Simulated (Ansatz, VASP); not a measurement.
AsO3: VASP beside Ansatz

```
As O
1.0
     3.39269    0.00000    0.00000
     0.00000    3.39269    0.00000
     0.00000    0.00000    3.39269
As O
1 3
Cartesian
  0.0000 0.0000 0.0000
  0.0000 1.6963 1.6963
  1.6963 0.0000 1.6963
  1.6963 1.6963 0.0000
```

Alike in both runs: functional PBE; k mesh 6 × 6 × 6; occupations gaussian, width 0.1 eV; no spin polarisation.

Ansatz relaxed the structure, and its values are those at the end. VASP's run is a single point on that final structure, the one shown.

```csv
,VASP,Ansatz
version,VASP 6.6.1,Ansatz 0.2.0
potentials or method,"VASP PAW PBE potentials, release 64 (As, O)","scalar-relativistic, plane waves, PAW"
plane-wave cutoff (eV),520,420
valence electrons in the cell,23,33
```

Ansatz gave:

* gap on the k mesh at the Fermi level (eV): none
* pressure (GPa): 0.0

**Question.** What did VASP give for the same quantities?

**Answer.** gap on the k mesh at the Fermi level (eV): none; pressure (GPa): -0.4.

A gap of «none» marks a metal or a gap that the smearing closes. The functional is the same, so the differences come from potentials, cutoffs and numerics. The two sets of potentials don't hold the same shells in valence.

Caveats: an odd number of electrons without spin polarisation forces a metal; a magnetic or distorted state may lie lower.
